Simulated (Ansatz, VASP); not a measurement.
**Two plane-wave programs on ScZn**

```xyz
2
Lattice="3.2570 0.0000 0.0000 0.0000 3.2570 0.0000 0.0000 0.0000 3.2570" Properties=species:S:1:pos:R:3 pbc="T T T"
Sc    0.0000    0.0000    0.0000
Zn    1.6285    1.6285    1.6285
```

Alike in both runs: functional LDA; k mesh 14 × 14 × 14; occupations gaussian, width 0.1 eV; no spin polarisation.

Ansatz relaxed the structure, and its values are those at the end. VASP's run is a single point on that final structure, the one shown.

|  | VASP | Ansatz |
| --- | --- | --- |
| version | VASP 6.6.1 | Ansatz 0.2.0 |
| potentials or method | VASP PAW LDA potentials, release 64 (Sc_sv, Zn) | scalar-relativistic, plane waves, PAW |
| plane-wave cutoff (eV) | 520 | 420 |
| valence electrons in the cell | 23 | 23 |

```csv
,VASP,Ansatz,Ansatz less VASP
gap on the k mesh at the Fermi level (eV),none,none,-
pressure (GPa),0.3,0.0,-0.38
```

A gap of «none» marks a metal or a gap that the smearing closes.
